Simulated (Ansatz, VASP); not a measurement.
# Cross-check of PbF2 (Fluorocronite) between VASP and Ansatz, part 2 of 2

Wanted: the spread between two codes on one cell, functional and k mesh. The cell is taken from a series of runs on this material, whose earlier steps may have relaxed, scaled, displaced or heated it; both programs get it as it stands.

VASP 6.6.1 and Ansatz 0.2.0.

So far. Step 2 (VASP: single point, r2SCAN): The run ends at a pressure of 1.04 GPa. Step 3 (Ansatz: single point, r2SCAN): The run ends at a pressure of 1.28 GPa.

## 6. Ansatz: single point, LDA

Level of this step: Ansatz beside VASP: Kohn-Sham DFT, plane waves, LDA (Ansatz).

With cell and atoms fixed, the geometry can't cause a difference; cores, projectors, grids and the points listed under the comparison can. The cell compared in this pair holds 49.84 Å³, against 51.08 Å³ for the pair before.

The cell is taken from a series of runs on this material, whose earlier steps may have relaxed, scaled, displaced or heated it; both programs get it as it stands.

Input file input.yaml:

```yaml
crystal:
  lattice:
    - [0.0, 2.92092882, 2.92092882]
    - [2.92092882, 0.0, 2.92092882]
    - [2.92092882, 2.92092882, 0.0]
  atoms:
    - { symbol: Pb, position: [0.0, 0.0, 0.0] }
    - { symbol: F, position: [0.75, 0.75, 0.75] }
    - { symbol: F, position: [0.25, 0.25, 0.25] }
hamiltonian:
  xc: lda
  pseudopotentials: { kind: paw }
kpoints:
  mp_grid: { grid: [6, 6, 6] }
scf:
  occupations: { method: gaussian, width: 0.03 }
  n_extra_bands: 4
output:
  forces: true
  stress: true
  eigenvalues: true
  write_density: true
  write_potential: true
  elf: true
  volumetric_format: npy
```

On the command line:

```console
$ ansatz run input.yaml --threads 2 --pin off --max-ram 4608MiB --backend cpu --events-out ev --progress --plain --runs-dir out
```

Numbers of over 12 decimals in the logs are rounded to 6 here.

Log:

```text
[...]
Crystal: 3 atoms, lattice volume = 49.842 Å³
Basis set: ecut = 420 eV, 941 PW (Γ)
Bands: 18, of which v1, the nominal top of the filled ones, is band 14 counted from 1 (13 counted from 0)
Symmetry: 48 space group operations
[...]
k-points: 16 of 216
[...]
--- Band table (eV; the first three rows and the last of 16) ---
  k-point 0: bands = [... 10 lower, 2.4804, 2.9881, 2.9881, 2.9881, 11.8741, 11.8741, 11.8741, 15.6076]
  k-point 1: bands = [... 10 lower, 2.4134, 2.9467, 2.9467, 3.7346, 11.0180, 12.1222, 12.1222, 17.1011]
  k-point 2: bands = [... 10 lower, 2.2826, 2.8651, 2.8651, 4.7559, 10.2571, 12.6341, 12.6341, 18.2470]
  k-point 15: bands = [... 10 lower, 2.7897, 3.3876, 3.5184, 5.1984, 10.3765, 12.1162, 12.6701, 14.7685]
[key lines of the parts left out:]
SCF converged after 6 iterations
Free energy (F): -13191.263008 eV
Fermi energy:    7.351333 eV
P = ⅓ Tr σ = -1.3331 GPa (-13.331 kbar)
```

The run ends at a pressure of -1.33 GPa.

## 7. VASP: single point, LDA

The same cell, functional (in two slightly different forms), mesh and smearing now go to VASP, with its own data sets and cutoff.

Input file INCAR:

```
SYSTEM = PbF2
PREC = Accurate
ENCUT = 520
EDIFF = 1E-06
NELM = 100
ISMEAR = 0
SIGMA = 0.03
LREAL = .FALSE.
ALGO = Normal
GGA = PW92
NBANDS = 20
LORBIT = 11
LWAVE = .FALSE.
LCHARG = .FALSE.
KPAR = 2
ISIF = 2
```

Input file POSCAR:

```
PbF2
1.0
    0.0000000000      2.9209288200      2.9209288200
    2.9209288200      0.0000000000      2.9209288200
    2.9209288200      2.9209288200      0.0000000000
Pb F
1 2
Direct
    0.0000000000      0.0000000000      0.0000000000
    0.7500000000      0.7500000000      0.7500000000
    0.2500000000      0.2500000000      0.2500000000
```

Input file KPOINTS:

```
Automatic mesh
0
Gamma
6 6 6
0 0 0
```

The projector-augmented-wave data sets are Pb_d and F (LDA family, release 64).

On the command line:

```console
$ mpirun -np 2 vasp_std
```

Log:

```text
[banner, memory and clock lines left out]
running    2 mpi-ranks, on    1 nodes
[...]
[... a notice as in an earlier step ...]

 LDA part: xc-table for (Slater(with rela. corr.)+PW92), standard interpolation
 POSCAR, INCAR and KPOINTS ok, starting setup
[...]
entering main loop
       N       E                     dE             d eps       ncg     rms          rms(c)
DAV:   1     0.307740709114E+03    0.30774E+03   -0.14994E+04   656   0.164E+03
DAV:   2     0.110436895273E+02   -0.29670E+03   -0.28263E+03   676   0.442E+02
DAV:   3    -0.168580893180E+02   -0.27902E+02   -0.27508E+02   760   0.147E+02
DAV:   4    -0.176840229421E+02   -0.82593E+00   -0.82521E+00   732   0.258E+01
[...]
DAV:  11    -0.159586364146E+02    0.14293E-04   -0.48091E-05   772   0.609E-02    0.681E-03
DAV:  12    -0.159586385420E+02   -0.21275E-05   -0.49956E-06   676   0.174E-02    0.311E-03
DAV:  13    -0.159586383162E+02    0.22583E-06   -0.61067E-07   472   0.956E-03
   1 F= -.15958638E+02 E0= -.15958638E+02  d E =-.465263E-19
```

From OUTCAR (step 7):

```text
  Total       -0.4213836     -0.4213836     -0.4213836      0.0000000      0.0000000     -0.0000000
  in kB      -13.5455087    -13.5455087    -13.5455087      0.0000000      0.0000000     -0.0000000
  external PRESSURE =     -13.5455087 kB  Pullay stress =       0.0000000 kB

 POSITION                                       TOTAL-FORCE (eV/Angst)
 -----------------------------------------------------------------------------------
      0.00000      0.00000      0.00000        -0.000000     -0.000000     -0.000000
      4.38139      4.38139      4.38139         0.000000     -0.000000      0.000000
      1.46046      1.46046      1.46046        -0.000000      0.000000     -0.000000
 -----------------------------------------------------------------------------------
    total drift:                                0.000000     -0.000000      0.000000

  FREE ENERGIE OF THE ION-ELECTRON SYSTEM (eV)
  ---------------------------------------------------
  free  energy   TOTEN  =       -15.9586383162 eV

  energy  without entropy=      -15.9586383162  energy(sigma->0) =      -15.95863832

[... 3 further parts left out ...]
[key lines of the parts left out:]
E-fermi :   2.2215
```

The run ends at a pressure of -1.35 GPa.

## 8. Comparison

What differs besides the data sets and the points named for the pairs above, as far as they apply: the cutoff is 420 eV in Ansatz and 520 eV in VASP; VASP's log shows a relativistic correction to its local exchange, Ansatz's none. Total energies have different zeros and are not compared.

The two programs side by side:

```tsv
quantity	Ansatz	VASP	difference
pressure (GPa)	-1.33	-1.35	+0.02
pressure without Ansatz's Pulay correction (GPa)	-2.00	-1.35	-0.65
gap on the k mesh (eV)	4.281	4.244	+0.037
```

A gap on the mesh is an upper bound, since the band edges may lie between its points; neither run holds spin-orbit coupling, which can move the band edges of a compound of Pb. Ansatz's pressure holds a Pulay correction of 0.67 GPa; VASP's holds none.

## 9. Further runs

Further runs change the set-up of one program: Ansatz's method, potentials or start, or VASP's data sets, cutoff or form of LDA. The table gives Ansatz less VASP for each quantity, since a change that brings one quantity closer may part another.

```tsv
run	pressure (GPa)	gap on the k mesh (eV)	pressure without Ansatz's Pulay correction (GPa)
as above	0.021	0.037	-0.65
VASP with the data sets Pb_d_GW and F_GW, a cutoff of 780 eV and GGA = CA, the Perdew-Zunger form of LDA	0.086	0.040	-0.58
VASP with the data sets Pb_d and F_h, a cutoff of 1240 eV and GGA = CA, the Perdew-Zunger form of LDA	0.15	0.039	-0.52
```

## 10. Outcome

| Item | Value |
| --- | --- |
| difference in gap on the k mesh (single point, r2SCAN) | -0.0053 eV |
| difference in gap on the k mesh (single point, LDA) | 0.037 eV |

**Reading.** The difference in gap on the k mesh is 0.037 eV (single point, LDA), within the 0.08 eV picked in this series as the mark of a large difference. VASP's data sets differ among the pairs, so a change from pair to pair isn't the functional's or the coupling's alone. Single point, r2SCAN, VASP with the data sets Pb_d and F_h and a cutoff of 1240 eV: the difference in pressure goes from 0.24 to 0.34 GPa; the difference in pressure without Ansatz's Pulay correction goes from 0.15 to 0.25 GPa. Single point, LDA, VASP with the data sets Pb_d_GW and F_GW, a cutoff of 780 eV and GGA = CA, the Perdew-Zunger form of LDA: the difference in pressure goes from 0.021 to 0.086 GPa. Single point, LDA, VASP with the data sets Pb_d and F_h, a cutoff of 1240 eV and GGA = CA, the Perdew-Zunger form of LDA: the difference in pressure goes from 0.021 to 0.15 GPa. How closely two codes agree says nothing of how well the functional describes the real material.

[Lines on the potential files, build, host, timing and source positions are cut from VASP's logs without a mark.]

[Logs are printed without paths, hosts, clocks, repeated set-up lines and the standing remarks that a program may print on its own settings, such as how far it seeks lower states.]

[Hosts, paths, dates, database ids (printed as entryN), source tags and the programs' standing remarks are cut or masked in the printed files.]
